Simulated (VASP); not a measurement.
Input:

```yaml
crystal:
  lattice:
    - [0.00000, 2.19014, 2.19014]
    - [2.19014, 0.00000, 2.19014]
    - [2.19014, 2.19014, 0.00000]
  atoms:
    - { symbol: Nb, position: [0.00000, 0.00000, 0.00000] }
    - { symbol: C, position: [0.50000, 0.50000, 0.50000] }
```

Computed with optB86b-vdW, VASP's PBE PAW potentials (set 64) (plane waves; VASP). Run with 520 eV cut-off, 14×14×14 Γ-centred mesh, first-order Methfessel-Paxton smearing of 0.10 eV, potentials Nb_sv C.

### Question
What does the run give for the energy per atom (σ→0), pressure, band gap (on the k-mesh) with the smallest direct gap where there is one?

### Answer

```
Property                                                     Value
------------------------  ----------------------------------------
band gap (on the k-mesh)  none (metal, semimetal or under 0.01 eV)
energy per atom (σ→0)                               -8.462 eV/atom
pressure                                                 21.80 GPa
```

Only differences to runs with the same potentials and settings are physical.

The compound is NbC in the rock salt structure. This cell is one point of a volume scan, at 0.94 of the reference volume. The electron count is odd and the run is not spin-polarised, which forces a metal.
